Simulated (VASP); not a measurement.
Given:

```
CELL_PARAMETERS angstrom
     -1.60500     1.60500     3.91500
      1.60500    -1.60500     3.91500
      1.60500     1.60500    -3.91500
ATOMIC_POSITIONS crystal
  Si 0.66500 0.66500 0.00000
  Si 0.33500 0.33500 0.00000
  W  0.00000 0.00000 0.00000
```

Level of theory: PBE GGA, VASP's PBE PAW potentials (set 64) (plane waves; VASP). Numerical set-up: 300 eV cut-off, 10×10×10 Γ-centred mesh, Fermi-Dirac smearing of 0.10 eV, potentials Si W_sv.

### Question
Give the energies of bands 6 to 14 at the high-symmetry points, in eV from the Fermi level.

### Answer

```tsv
band	Γ	X	P	N	M	S	R
6	-6.89	-7.01	-6.66	-9.89	-11.07	-9.38	-8.13
7	-3.76	-6.01	-6.60	-5.77	-3.87	-7.80	-5.91
8	-3.35	-5.49	-6.60	-4.88	-2.57	-3.06	-5.13
9	-2.84	-5.02	-3.03	-2.81	-0.84	-2.72	-4.09
10	-2.84	-3.28	-2.45	-2.77	-0.84	-2.49	-3.14
11	0.62	-1.78	-2.45	-0.43	-0.50	-0.32	-2.34
12	2.77	2.80	0.08	2.72	-0.50	1.80	1.98
13	2.95	2.99	2.99	2.81	0.79	2.52	2.15
14	3.06	3.15	3.64	3.92	4.50	3.56	3.05
```

It has no gap at this level: it comes out as a metal or semimetal.

The structure is a typed WSi2 crystal. The cell was not relaxed at this level.
